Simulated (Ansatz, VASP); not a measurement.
## Nb2O7: VASP beside Ansatz

```
Nb O
1.0
     0.00000    5.28450    5.28450
     5.28450    0.00000    5.28450
     5.28450    5.28450    0.00000
Nb O
4 14
Direct
  0.12500 0.12500 0.12500
  0.62500 0.12500 0.12500
  0.12500 0.12500 0.62500
  0.12500 0.62500 0.12500
  0.43472 0.06528 0.06528
  0.81528 0.18472 0.81528
  0.06528 0.43472 0.43472
  0.18472 0.81528 0.18472
  0.06528 0.43472 0.06528
  0.81528 0.81528 0.18472
  0.43472 0.06528 0.43472
  0.18472 0.18472 0.81528
  0.81528 0.18472 0.18472
  0.06528 0.06528 0.43472
  0.18472 0.81528 0.81528
  0.43472 0.43472 0.06528
  0.75000 0.75000 0.75000
  0.50000 0.50000 0.50000
```

Alike in both runs: functional PBE; k mesh 4 × 4 × 4; occupations fermi-dirac, width 0.05 eV; no spin polarisation.

Ansatz relaxed the structure, and its values are those at the end. VASP's run is a single point on that final structure, the one shown.

```csv
,VASP,Ansatz
version,VASP 6.6.1,Ansatz 0.2.0
potentials or method,"VASP PAW PBE potentials, release 64 (Nb_sv, O)","plane-wave PAW, scalar-relativistic"
plane-wave cutoff (eV),520,420
valence electrons in the cell,136,136
```

|  | VASP | Ansatz | Ansatz less VASP |
| --- | --- | --- | --- |
| pressure (GPa) | 1.4 | 1.7 | +0.26 |
| rms of the force components (eV/Å) | 0.008 | 0.000 | -0.0080 |

Ansatz warned: «gradients_without_spin_orbit».
